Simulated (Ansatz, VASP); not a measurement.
**Zr16Sn in two plane-wave programs**

Aim: how closely do two programs agree when they are given the same cell, functional and k mesh? Of the first pair: The structure shown is the start of the Ansatz relaxation below; VASP solves that cell, so the two are compared at the walk's first step.

Method: plane waves, with VASP 6.6.1 beside it; PBE, in Ansatz 0.2.0.

**1. Starting point**

The cell holds 17 atoms: 1 Sn and 16 Zr. Cell: a = 6.460 Å, b = 6.460 Å, c = 25.305 Å, α = 90.0°, β = 90.0°, γ = 60.0°. It derives from Zr. As first built, before any earlier steps moved the atoms or strained the cell (in the runner's words): kind adsorbate; added Sn; site ontop; coverage_ml 0.25; cell 2x2; faces one. Vacuum lies along c.

**2. Ansatz: relaxation, PBE**

Ansatz runs on its default PAW (the set named soft_2) files.

The two programs are compared at the cell with which this relaxation starts, whose forces are those of its first step.

File input.yaml:

```yaml
crystal:
  lattice:
    - [6.46, 0.0, 0.0]
    - [3.23, 5.5945241084, 0.0]
    - [0.0, 0.0, 25.305]
  atoms:
    - { symbol: Sn, position: [0.001475798, 0.0, 0.703615886] }
    - { symbol: Zr, position: [0.0, 0.0, 0.602845287] }
    - { symbol: Zr, position: [0.5, 0.0, 0.602845287] }
    - { symbol: Zr, position: [0.0, 0.5, 0.602845287] }
    - { symbol: Zr, position: [0.5, 0.5, 0.602845287] }
    - { symbol: Zr, position: [0.833333333, 0.333333333, 0.500691563] }
    - { symbol: Zr, position: [0.333333333, 0.333333333, 0.500691563] }
    - { symbol: Zr, position: [0.833333333, 0.833333333, 0.500691563] }
    - { symbol: Zr, position: [0.333333333, 0.833333333, 0.500691563] }
    - { symbol: Zr, position: [0.0, 0.0, 0.398537838] }
    - { symbol: Zr, position: [0.5, 0.0, 0.398537838] }
    - { symbol: Zr, position: [0.0, 0.5, 0.398537838] }
    - { symbol: Zr, position: [0.5, 0.5, 0.398537838] }
    - { symbol: Zr, position: [0.833333333, 0.333333333, 0.296384114] }
    - { symbol: Zr, position: [0.333333333, 0.333333333, 0.296384114] }
    - { symbol: Zr, position: [0.833333333, 0.833333333, 0.296384114] }
    - { symbol: Zr, position: [0.333333333, 0.833333333, 0.296384114] }
kpoints:
  mp_grid: { grid: [6, 6, 1] }
scf:
  occupations: { method: fermi_dirac, width: 0.05 }
  n_extra_bands: 14
hamiltonian:
  xc: pbe
  pseudopotentials: { kind: paw }
output:
  forces: true
  write_potential: true
  volumetric_format: []
efield:
  axis: 3
  dipole_correction: true
relax:
  f_tol: 0.03
  max_steps: 45
  constraints: [{ sites: [9, 10, 11, 12, 13, 14, 15, 16] }]
```

Run with:

```
$ ansatz run input.yaml --threads 8 --pin off --max-ram 20480MiB --backend cpu --events-out ev --progress --plain --runs-dir out
```

Numbers of over 12 decimals in the logs are rounded to 6 here.

The program printed:

```text
scf.n_extra_bands = 14 over 103 filled bands (N_el = 206.0): the run solves 117 bands
Engine: ansatz 0.2.0, aarch64-unknown-linux-gnu
Pseudopotentials: kind: paw
Pseudopotential: Sn, paw, valence charge 14, recommended cutoff 420 eV (normal), Sn.paw.azcp
Pseudopotential: Zr, paw, valence charge 12, recommended cutoff 420 eV (normal), Zr.paw.azcp
Functional definition: PBE
  parameter kappa = 0.804
  parameter beta = 0.066725
  exchange = pbe_x(kappa = kappa, mu = beta*pi^2/3)
  correlation = pbe_c(beta = beta)
Crystal: 17 atoms, lattice volume = 914.539 Å³
Basis set: ecut = 420 eV, 17941 PW (Γ), exchange–correlation on 90×90×360 points (8 copies of the dense FFT grid, shifted against one another)
Bands: 117, of which v1, the nominal top of the filled ones, is band 103 counted from 1 (102 counted from 0)
Symmetry: 1 space group operations
Space group: P1 (ITA 1), of the structure as read, at distance tolerance 9.7e-5 Å
k-points: 20 of 36 (time reversal used)
Non-local potential: Sn, projectors of the file, l = 0: 2, l = 1: 2, l = 2: 2, l = 3: 2
Non-local potential: Zr, projectors of the file, l = 0: 3, l = 1: 2, l = 2: 2, l = 3: 2
PAW form: soft (Blöchl's): semilocal exchange-correlation on the pseudo side does not see the compensation charge
PAW one-centre angular grid: Sn, 590 points (default); XC on 64 Gauss nodes
PAW one-centre angular grid: Zr, 590 points (default); XC on 64 Gauss nodes
Initial density: superposition of atomic densities (neutral atoms: chi_scale 0, normalization atom), corrected by the library's trained network
Initial wavefunctions: pseudopotential atomic-orbital guess
Functional: x = pbe(κ = 0.804, μ = 0.219515), c = pbe(β = 0.066725)
SCF iter   1: F=—  HF=-72958.168885 eV  |F-HF|=—  |Δ(HF+E_count)|=         —  Δρ=5.01e-3  dr2=3.13e0  ethr=1.77e-3  p=-0.067 e·Å  D=-1.33e-2 V/Å  ΔV_dip=0.34 eV  dr2_dipole=5.03e-2  V_vac-E_F(+/−)=4.48/4.14 eV  ⟨swp⟩=8.9  Hψ=11005  notcnv=0
efield: sawtooth ramp at fractional position 0.9500 (placed from the atoms, in the widest stretch of the axis that holds none; the zero of the levels goes with the place), width 0.1000; the density the first Hamiltonian is built on has a dipole p = -0.067 e·Å; the dipole correction subtracts the counter field D = -1.33e-2 V/Å, which shifts the + side's vacuum level by +0.34 eV against the − side's; the planar-averaged density in the ramp window peaks in size at 7.9e-5 e/Å³
preconditioner: auto → LDOS  [metal: Δε(μ)=0.027 eV  Ē_g=2.194 eV  σ=0.050 eV  W_gap=0.13  n_scr=148 (ndim 8)  ℏωp=10.1 eV  f_vac=0.478  D(μ)=25.94/eV (n_scr^D=180)  β→1.0]
SCF iter   2: F=—  HF=-72958.102427 eV  |F-HF|=—  |Δ(HF+E_count)|=   6.65e-2  Δρ=1.38e-3  dr2=1.65e-1  ethr=1.52e-3  p=-0.050 e·Å  D=-9.87e-3 V/Å  ΔV_dip=0.25 eV  dr2_dipole=4.32e-3  V_vac-E_F(+/−)=4.38/4.14 eV  ⟨swp⟩=1.2  Hψ=2764  notcnv=0
SCF iter   3: F=—  HF=-72958.101883 eV  |F-HF|=—  |Δ(HF+E_count)|=   5.44e-4  Δρ=3.42e-4  dr2=2.18e-3  ethr=8.01e-5  p=-0.042 e·Å  D=-8.40e-3 V/Å  ΔV_dip=0.21 eV  dr2_dipole=1.24e-4  V_vac-E_F(+/−)=4.38/4.17 eV  ⟨swp⟩=2.0  Hψ=2492  notcnv=0
SCF iter   4: F=—  HF=-72958.102280 eV  |F-HF|=—  |Δ(HF+E_count)|=   3.97e-4  Δρ=1.14e-4  dr2=2.08e-4  ethr=1.06e-6  p=-0.040 e·Å  D=-8.00e-3 V/Å  ΔV_dip=0.20 eV  dr2_dipole=1.77e-5  V_vac-E_F(+/−)=4.38/4.17 eV  ⟨swp⟩=3.5  Hψ=4327  notcnv=0
SCF iter   5: F=—  HF=-72958.102323 eV  |F-HF|=—  |Δ(HF+E_count)|=   4.35e-5  Δρ=4.54e-5  dr2=5.00e-5  ethr=1.01e-7  p=-0.039 e·Å  D=-7.68e-3 V/Å  ΔV_dip=0.19 eV  dr2_dipole=2.46e-7  V_vac-E_F(+/−)=4.37/4.18 eV  ⟨swp⟩=2.1  Hψ=4261  notcnv=0
SCF iter   6: F=-72958.102321 eV  HF=-72958.102323 eV  |F-HF|=1.89e-6  |Δ(HF+E_count)|=   2.87e-7  Δρ=1.56e-5  dr2=5.30e-6  ethr=1.09e-8  p=-0.038 e·Å  D=-7.57e-3 V/Å  ΔV_dip=0.19 eV  dr2_dipole=1.25e-8  V_vac-E_F(+/−)=4.37/4.18 eV  ⟨swp⟩=14.7  Hψ=26555  notcnv=0
WARN: efield: at this solve's end the planar-averaged density reaches 1.68e-5 e/Å³ inside the ramp window [0.9105, 0.0895] (bound 1e-5 e/Å³); the window's nearer edge stands 5.23 Å from this solve's nearest atom along the axis. Its work functions, free energy, forces, stress, dipole, levels and responses can be off, and this figure does not tell by how much. A short vacuum, a low `basis.ecutwfc` or `basis.ecutrho_ratio` and negative occupations (`scf.occupations.method`) can put density there. See the manual's quickstart, § The vacuum guard
SCF 1 converged in 6 iterations: F = -72958.102321 eV  dr2 = 5.30e-6
  greatest PAW one-centre occupation: 0.996 electrons in one spin orbital (limit 2), on the Zr atom at site 1 (counted from 0), in its partial waves of l = 0
relax step   1: F+E_penalty+E_count = -72958.10232125 eV  Δ(F+E_penalty+E_count) = +0.000e0 eV  max|allowed force component| = 3.705e0 eV/Å  Δτ_max = 0.0000 Å  (6 SCF iters, dr2 threshold 2.25e-5 eV, accepted)
Initial density: handed on by an earlier stage of this run
[...]
SCF converged after 7 iterations
Free energy (F): -72959.114575 eV
Harris-Foulkes:  -72959.114575 eV  (|F-HF|=6.43e-9)
Internal energy: -72958.934021 eV  (E = F + TS)
E sigma→0 (E₀):  -72959.024298 eV
Entropy (-TS):   -0.180554 eV (-10.621 meV/atom)
Fermi energy:    3.631724 eV
Dipole field:    D = -0.015197 V/Å  (p = -0.076809 e·Å, saw-weighted, corrected)
Work function:   Φ+ = 4.5769 eV   Φ− = 4.1922 eV
Levels:          The Fermi level and band energies are counted from a zero that moves with the ramp; work functions are not
Vacuum region:   at the solve's end the planar-averaged density reaches 1.63e-5 e/Å³ inside the ramp window [0.9105, 0.0895] (bound 1e-5 e/Å³)
--- Per-component energies (eV) ---
  E_band       = -3709.264048
  E_kinetic    = 5489.705021
  E_local      = -152321.411154  (includes V_loc(G=0)·N_el)
  E_nonlocal   = 1260.033357
  E_hartree    = 73319.584600
  E_xc         = -2954.135951
  E_vxc        = -3130.608714  (∫ρ·V_xc dr)
  E_paw        = -51401.858628  (= ΣΔE_a)
  E_vpaw       = -1643.518329  (= ΣTr[D̂ρ^β])
  E_aug_tail   = 0.000392  (compensation charges beyond the density's cutoff)
  E_efield     = 0.000584  (sawtooth field / dipole correction)
  E_vefield    = -2.650716  (∫n·V_field dr)
  E_ewald      = 53649.147759
  E_smearing   = -0.180554  (= −TS)
  E_closure    = 0.000000  (closes the sum)
  Σ components = -72959.114575   (vs F -72959.114575, Δ=0.00e0)
--- Forces (eV/Å), atoms counted from 1 ---
  atom   1  Sn    -0.00070098     0.00597043     0.00788772
  atom   2  Zr     0.00057309    -0.00278185     0.00848555
  atom   3  Zr     0.00269879     0.00179006    -0.00141247
  atom   4  Zr     0.00205178    -0.00111466    -0.00214814
  atom   5  Zr     0.00314006    -0.01128981    -0.01851978
  atom   6  Zr     0.00073007    -0.00293481     0.00048044
  atom   7  Zr     0.00260851    -0.00189224     0.00887035
  atom   8  Zr     0.00911803    -0.00096195    -0.00384039
  atom   9  Zr    -0.00149733    -0.00047816    -0.00137449
  atom  10  Zr    -0.09824871     0.05671970    -0.60229965
  atom  11  Zr     0.09250062     0.06003716    -0.60131995
  atom  12  Zr    -0.00236946     0.00165565    -0.17628511
  atom  13  Zr    -0.00362674    -0.10969473    -0.59942451
  atom  14  Zr    -0.00772381    -0.00253752     0.50026799
  atom  15  Zr     0.00365894    -0.00201577     0.49921111
  atom  16  Zr    -0.00144589     0.00840655     0.50031075
  atom  17  Zr    -0.00145230     0.00110706     0.48111779
  max |Σ_I F_I| component: 1.49e-5 eV/Å
--- Band table (eV; the first three rows and the last of 20) ---
  k-point 0: bands = [... 99 lower, 3.9683, 3.9726, 3.9770, 4.1487, 4.2063, 4.4086, 4.4130, 4.4769, ... 10 higher]
  k-point 1: bands = [... 99 lower, 3.8158, 3.8905, 3.9133, 3.9469, 4.0206, 4.1266, 4.2109, 4.2786, ... 10 higher]
  k-point 2: bands = [... 99 lower, 3.4378, 3.5396, 3.6035, 3.6088, 3.7145, 3.8052, 3.8392, 3.9632, ... 10 higher]
  k-point 19: bands = [... 99 lower, 3.1760, 3.2718, 3.3225, 3.3991, 3.5024, 3.5453, 3.6516, 3.7409, ... 10 higher]
--- Relaxed structure (18 steps of the walk, 17 accepted, 0 SCFs on fresh bases) ---
  F+E_penalty+E_count = -72959.11457528 eV   max|allowed force component| = 1.852e-2 eV/Å
  atoms:
    - { symbol: Sn, position: [0.330033, -0.164895, 0.693136] }
    - { symbol: Zr, position: [0.00903964, -0.00421765, 0.599638] }
    - { symbol: Zr, position: [0.491707, -0.00425004, 0.599813] }
    - { symbol: Zr, position: [-0.00263894, 0.501653, 0.608442] }
    - { symbol: Zr, position: [0.491610, 0.513160, 0.599897] }
    - { symbol: Zr, position: [0.834374, 0.338272, 0.504602] }
    - { symbol: Zr, position: [0.323972, 0.338269, 0.504614] }
    - { symbol: Zr, position: [0.834241, 0.827770, 0.504596] }
    - { symbol: Zr, position: [0.331459, 0.834435, 0.498746] }
    - { symbol: Zr, position: [0.0, 0.0, 0.398538] }
    - { symbol: Zr, position: [0.500000, 0.0, 0.398538] }
    - { symbol: Zr, position: [-2.7755575615628914e-17, 0.5, 0.398538] }
    - { symbol: Zr, position: [0.500000, 0.5, 0.398538] }
    - { symbol: Zr, position: [0.833333, 0.333333333, 0.296384] }
    - { symbol: Zr, position: [0.333333, 0.333333333, 0.296384] }
    - { symbol: Zr, position: [0.833333, 0.833333333, 0.296384] }
    - { symbol: Zr, position: [0.333333, 0.833333333, 0.296384] }
```

(Part 1 of 2 ends here.)

[Lines on the potential files, build, host, timing and source positions are cut from VASP's logs without a mark.]

[Logs are printed without paths, hosts, clocks, repeated set-up lines and the standing remarks that a program may print on its own settings, such as how far it seeks lower states.]

[Hosts, paths, dates, database ids (printed as entryN), source tags and the programs' standing remarks are cut or masked in the printed files.]
